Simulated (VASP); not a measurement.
# MgC2: single point with PBEsol

The system is MgC2.

```
Mg C
1.0
     3.92044    0.00000    0.00000
     0.00000    3.92044    0.00000
     0.00000    0.00000    4.89893
Mg C
2 4
Cartesian
  1.9602 1.9602 0.0000
  0.0000 0.0000 2.4495
  3.4770 3.4770 0.0000
  2.4037 1.5167 2.4495
  0.4435 0.4435 0.0000
  1.5167 2.4037 2.4495
```

The cell comes from a database or a generator and needn't be the stable form of this composition.

```
Program                : VASP 6.6.1
Task                   : single point
Functional             : PBEsol
Potentials or basis    : VASP PAW PBE potentials, release 64 (Mg, C)
Cutoff                 : 520 eV
k mesh                 : 10 × 10 × 8
Occupations            : gaussian, width 0.02 eV
Spin                   : no spin polarisation
Further INCAR settings : ALGO = Fast; EDIFF = 1e-07; NBANDS = 19
```

- Pressure: 0.1 GPa
- Band gap on the k mesh: 2.31 eV, indirect (least direct gap 2.72 eV)

Forces in eV/Å, atoms in the order of the input:
```
Mg   0.000  0.000  0.000
Mg   0.000  0.000  0.000
C   -0.002 -0.002  0.000
C    0.002 -0.002  0.000
C    0.002  0.002  0.000
C   -0.002  0.002  0.000
```

Levels at points of the mesh, in eV from the valence-band top:
```tsv
k point	band 7	band 8	band 9	band 10	band 11	band 12	band 13	band 14
(0.00, 0.00, 0.00)	-1.38	-0.51	-0.41	-0.41	2.31	5.17	5.46	5.46
(0.50, 0.00, 0.00)	-1.76	-1.76	-0.32	-0.32	5.26	5.26	5.38	5.38
(0.50, 0.50, 0.00)	-1.81	-1.81	-1.03	-1.03	3.72	3.72	6.70	6.70
(0.00, 0.00, 0.50)	-0.84	-0.84	-0.34	-0.34	3.44	3.44	5.64	5.64
(0.50, 0.00, 0.50)	-1.39	-1.39	-0.76	-0.76	3.91	3.91	6.41	6.41
(0.50, 0.50, 0.50)	-2.78	-2.78	0.00	0.00	5.16	5.16	7.85	7.85
```

Wall time 2.4 min on 1 thread of Intel(R) Xeon(R) Platinum 8259CL CPU @ 2.50GHz (Skylake/Cascade Lake), on a shared host, peak memory 0.26 GiB.

Caveat: the standard files for N, O and F lose accuracy on very short bonds; the PAW data sets were made with another functional, which shifts forces and pressure a little. A k mesh can miss the band edges.
